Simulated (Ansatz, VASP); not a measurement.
**One calculation of Mg2Br3, two programs**

```
Mg Br
1.0
     5.40228    0.00000    0.00000
     0.00000    5.40228    0.00000
     0.00000    0.00000    5.40228
Mg Br
2 3
Direct
  0.00000 0.00000 0.00000
  0.50000 0.50000 0.50000
  0.00000 0.50000 0.50000
  0.50000 0.00000 0.50000
  0.50000 0.50000 0.00000
```

Alike in both runs: task single point; functional PBE; k mesh 4 × 4 × 4; occupations gaussian, width 0.1 eV; no spin polarisation.

|  | VASP | Ansatz |
| --- | --- | --- |
| version | VASP 6.6.1 | Ansatz 0.2.0 |
| potentials or method | VASP PAW PBE potentials, release 64 (Mg, Br) | scalar-relativistic, plane waves, PAW |
| plane-wave cutoff (eV) | 520 | 420 |
| valence electrons in the cell | 25 | 41 |

```csv
,VASP,Ansatz,Ansatz less VASP
gap on the k mesh at the Fermi level (eV),none,none,-
pressure (GPa),-1.9,-1.8,+0.06
```

A gap of «none» marks a metal or a gap that the smearing closes. With one functional, cell and mesh, what is left measures potentials, basis and numerics. The two sets of potentials don't hold the same shells in valence.

Caveats: an odd number of electrons without spin polarisation forces a metal; a magnetic or distorted state may lie lower.
